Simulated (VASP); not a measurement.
Output of a VASP run:

File OUTCAR:
```
 ion  position               nearest neighbor table
   1  0.849  0.697  0.250-   5 2.43   3 2.43   6 2.54   6 2.54   2 2.54   2 2.54   7 2.68   7 2.68
                             8 2.71   8 2.71   5 2.93   3 2.93
   2  0.151  0.849  0.750-   4 2.43   6 2.43   3 2.54   3 2.54   1 2.54   1 2.54   8 2.68   8 2.68
                             7 2.71   7 2.71   4 2.93   6 2.93
   3  0.303  0.151  0.250-   5 2.43   1 2.43   4 2.54   4 2.54   2 2.54   2 2.54   7 2.68   7 2.68
                             8 2.71   8 2.71   5 2.93   1 2.93
   4  0.151  0.303  0.750-   2 2.43   6 2.43   3 2.54   3 2.54   5 2.54   5 2.54   8 2.68   8 2.68
                             7 2.71   7 2.71   2 2.93   6 2.93
   5  0.849  0.151  0.250-   1 2.43   3 2.43   6 2.54   6 2.54   4 2.54   4 2.54   7 2.68   7 2.68
                             8 2.71   8 2.71   1 2.93   3 2.93
   6  0.697  0.849  0.750-   2 2.43   4 2.43   1 2.54   1 2.54   5 2.54   5 2.54   8 2.68   8 2.68
                             7 2.71   7 2.71   2 2.93   4 2.93
   7  0.333  0.667  0.250-   3 2.68   1 2.68   5 2.68   5 2.68   3 2.68   1 2.68   2 2.71   2 2.71
                             4 2.71   4 2.71   6 2.71   6 2.71   8 3.75   8 3.75   8 3.75   8 3.75
   8  0.667  0.333  0.750-   6 2.68   4 2.68   2 2.68   2 2.68   6 2.68   4 2.68   5 2.71   5 2.71
                             1 2.71   1 2.71   3 2.71   3 2.71   7 3.75   7 3.75   7 3.75   7 3.75
  LATTYP: Found a hexagonal cell.
 ALAT       =     5.3582937752
 C/A-ratio  =     0.7916321557
 Subroutine PRICEL returns:
 Original cell was already a primitive cell.
 Subroutine GETGRP returns: Found 24 space group operations
The static configuration has the point symmetry D_3d.
 The point group associated with its full space group is D_6h.
The dynamic configuration has the point symmetry D_3d.
The overall configuration has the point symmetry D_3d.
 Subroutine INISYM returns: Found 24 space group operations
 Subroutine IBZKPT returns following result:
 Found     50 irreducible k-points:

 Following reciprocal coordinates:
            Coordinates               Weight
  0.000000  0.000000  0.000000      1.000000
  0.125000  0.000000  0.000000      6.000000
  0.250000  0.000000  0.000000      6.000000
  0.375000  0.000000  0.000000      6.000000
  0.500000  0.000000  0.000000      3.000000
  0.125000  0.125000  0.000000      6.000000
  0.250000  0.125000  0.000000     12.000000
  0.375000  0.125000  0.000000     12.000000
  0.250000  0.250000  0.000000      6.000000
  0.375000  0.250000  0.000000      6.000000
  0.000000  0.000000  0.125000      2.000000
  0.125000  0.000000  0.125000     12.000000
  0.250000  0.000000  0.125000     12.000000
  0.375000  0.000000  0.125000     12.000000
  0.500000  0.000000  0.125000      6.000000
  0.125000  0.125000  0.125000     12.000000
  0.250000  0.125000  0.125000     24.000000
  0.375000  0.125000  0.125000     24.000000
  0.250000  0.250000  0.125000     12.000000
  0.375000  0.250000  0.125000     12.000000
  0.000000  0.000000  0.250000      2.000000
  0.125000  0.000000  0.250000     12.000000
  0.250000  0.000000  0.250000     12.000000
  0.375000  0.000000  0.250000     12.000000
  0.500000  0.000000  0.250000      6.000000
  0.125000  0.125000  0.250000     12.000000
  0.250000  0.125000  0.250000     24.000000
  0.375000  0.125000  0.250000     24.000000
  0.250000  0.250000  0.250000     12.000000
  0.375000  0.250000  0.250000     12.000000
  0.000000  0.000000  0.375000      2.000000
  0.125000  0.000000  0.375000     12.000000
  0.250000  0.000000  0.375000     12.000000
  0.375000  0.000000  0.375000     12.000000
  0.500000  0.000000  0.375000      6.000000
  0.125000  0.125000  0.375000     12.000000
  0.250000  0.125000  0.375000     24.000000
  0.375000  0.125000  0.375000     24.000000
  0.250000  0.250000  0.375000     12.000000
  0.375000  0.250000  0.375000     12.000000
   k-points           NKPTS =     50   k-points in BZ     NKDIM =     50   number of bands    NBANDS=     68
   number of dos      NEDOS =    601   number of ions     NIONS =      8
   total plane-waves  NPLWV =  36288
   dimension x,y,z NGX =    36 NGY =   36 NGZ =   28
   dimension x,y,z NGXF=    72 NGYF=   72 NGZF=   56
   ions per type =               6   2
   PREC   = accura    normal or accurate (medium, high low for compatibility)
...
```

OSZICAR:
```
       N       E                     dE             d eps       ncg     rms          rms(c)
DAV:   1     0.129717397612E+04    0.12972E+04   -0.47564E+04 14008   0.212E+03
DAV:   2     0.945688154968E+02   -0.12026E+04   -0.11674E+04 13600   0.626E+02
DAV:   3    -0.648169519089E+02   -0.15939E+03   -0.14699E+03 13704   0.215E+02
DAV:   4    -0.738473823023E+02   -0.90304E+01   -0.87505E+01 15496   0.549E+01
DAV:   5    -0.741152932462E+02   -0.26791E+00   -0.26661E+00 16080   0.102E+01    0.317E+01
DAV:   6    -0.675382374494E+02    0.65771E+01   -0.85954E+01 14268   0.535E+01    0.154E+01
DAV:   7    -0.657739305773E+02    0.17643E+01   -0.12071E+01 14104   0.231E+01    0.674E+00
DAV:   8    -0.657515215280E+02    0.22409E-01   -0.69582E-01 15084   0.370E+00    0.313E+00
DAV:   9    -0.657273032375E+02    0.24218E-01   -0.93808E-02 15996   0.162E+00    0.103E+00
DAV:  10    -0.657218274587E+02    0.54758E-02   -0.12612E-02 14052   0.742E-01    0.491E-01
DAV:  11    -0.657205661771E+02    0.12613E-02   -0.14192E-03 15128   0.225E-01    0.161E-01
DAV:  12    -0.657207474317E+02   -0.18125E-03   -0.13609E-04 14608   0.781E-02    0.650E-02
DAV:  13    -0.657207816087E+02   -0.34177E-04   -0.14880E-05 17652   0.245E-02    0.291E-02
DAV:  14    -0.657207624218E+02    0.19187E-04   -0.34786E-06 13992   0.109E-02    0.971E-03
DAV:  15    -0.657207610860E+02    0.13358E-05   -0.10223E-06 12928   0.672E-03    0.183E-03
DAV:  16    -0.657207623362E+02   -0.12502E-05   -0.82116E-08  7336   0.202E-03    0.761E-04
DAV:  17    -0.657207618934E+02    0.44275E-06   -0.18686E-08  7040   0.973E-04    0.273E-04
DAV:  18    -0.657207617114E+02    0.18205E-06   -0.58544E-09  7008   0.504E-04    0.110E-04
DAV:  19    -0.657207617595E+02   -0.48138E-07   -0.25185E-09  6988   0.340E-04
   1 F= -.65720762E+02 E0= -.65720762E+02  d E =0.000000E+00  mag=    10.0386
```

File OUTCAR:
```
------------------------ aborting loop because EDIFF is reached ----------------------------------------
  FORCE on cell =-STRESS in cart. coord.  units (eV):
  Direction    XX          YY          ZZ          XY          YZ          ZX
  --------------------------------------------------------------------------------------
  Total       -0.1621293     -0.1621293      0.1825996     -0.0000000     -0.0000000      0.0000000
  in kB       -2.4628528     -2.4628528      2.7738103     -0.0000002     -0.0000000      0.0000000
  external PRESSURE =      -0.7172984 kB  Pullay stress =       0.0000000 kB
  volume of cell :      105.47
      direct lattice vectors                 reciprocal lattice vectors
     5.358293775 -0.000000015  0.000000000     0.186626572  0.107748881  0.000000000
    -2.679146413  4.640418608  0.000000000     0.000000001  0.215497800  0.000000000
     0.000000000  0.000000000  4.241797652     0.000000000  0.000000000  0.235749105
 POSITION                                       TOTAL-FORCE (eV/Angst)
 -----------------------------------------------------------------------------------
      2.67915      3.23561      1.06045         0.000000      0.039684      0.000000
     -1.46254      3.93801      3.18135        -0.034367      0.019842      0.000000
      1.21660      0.70241      1.06045        -0.034367     -0.019842     -0.000000
      0.00000      1.40481      3.18135        -0.000000     -0.039684      0.000000
      4.14169      0.70241      1.06045         0.034367     -0.019842     -0.000000
      1.46254      3.93801      3.18135         0.034367      0.019842      0.000000
     -0.00000      3.09361      1.06045         0.000000     -0.000000      0.000000
      2.67915      1.54680      3.18135         0.000000     -0.000000      0.000000
 -----------------------------------------------------------------------------------
    total drift:                               -0.001954      0.001128      0.000035
  FREE ENERGIE OF THE ION-ELECTRON SYSTEM (eV)
  ---------------------------------------------------
  free  energy   TOTEN  =       -65.7207617595 eV

  energy  without entropy=      -65.7207617595  energy(sigma->0) =      -65.72076176

 total charge

# of ion       s       p       d       tot
------------------------------------------
    1        0.358   6.323   5.189  11.871
    2        0.358   6.323   5.189  11.871
    3        0.358   6.323   5.189  11.871
    4        0.358   6.323   5.189  11.871
    5        0.358   6.323   5.189  11.871
    6        0.358   6.323   5.189  11.871
    7        1.088   1.467  10.100  12.655
    8        1.088   1.467  10.100  12.655
--------------------------------------------------
tot          4.322  40.874  51.337  96.533

 magnetization (x)

# of ion       s       p       d       tot
------------------------------------------
    1        0.000   0.003   1.658   1.661
    2        0.000   0.003   1.658   1.661
    3        0.000   0.003   1.658   1.661
    4        0.000   0.003   1.658   1.661
    5        0.000   0.003   1.658   1.661
    6        0.000   0.003   1.658   1.661
    7       -0.020  -0.105   0.036  -0.089
    8       -0.020  -0.105   0.036  -0.089
--------------------------------------------------
tot         -0.040  -0.196  10.022   9.786
```
(Selected blocks of OUTCAR.)

**POSCAR**
```
Mn3Sn
1
    5.3582937752    -0.0000000149     0.0000000000
   -2.6791464128     4.6404186076    -0.0000000000
    0.0000000000    -0.0000000000     4.2417976522
Mn Sn
6 2
Direct
  0.8486329180   0.6972658361   0.2500000000
  0.1513670819   0.8486329181   0.7500000000
  0.3027341639   0.1513670820   0.2500000000
  0.1513670820   0.3027341639   0.7500000000
  0.8486329181   0.1513670819   0.2500000000
  0.6972658361   0.8486329180   0.7500000000
  0.3333330000   0.6666670000   0.2500000000
  0.6666670000   0.3333330000   0.7500000000
```

Task: Write an INCAR and KPOINTS that could have produced this output.

Result: Several could match; the one computed here: the input of the run itself, PBEsol GGA, plane waves, VASP's PBE PAW potentials (set 64).

### KPOINTS
```
Automatic mesh
0
Gamma
8 8 8
0 0 0
```

INCAR:
```
SYSTEM = Mn3Sn
PREC = Accurate
ENCUT = 400
EDIFF = 1E-7
NELM = 100
ALGO = Normal
LREAL = .FALSE.
LASPH = .TRUE.
ISMEAR = -5
GGA = PS
LMAXMIX = 4
ISPIN = 2
MAGMOM = 1.7 1.7 1.7 1.7 1.7 1.7 -0.1 -0.1
LORBIT = 11
LWAVE = .FALSE.
LCHARG = .TRUE.
NEDOS = 601
ISIF = 2
```

POTCAR, in this order: Mn_pv Sn_d (PBE.64 set). Program: vasp_std.

For a metal the tetrahedron method with Blöchl corrections gives inexact stress and forces.

The structure was generated: Mn3Sn was put into the D019 type (P6_3/mmc), which need not be its known phase. It was relaxed first, which changed the volume by -8 %.
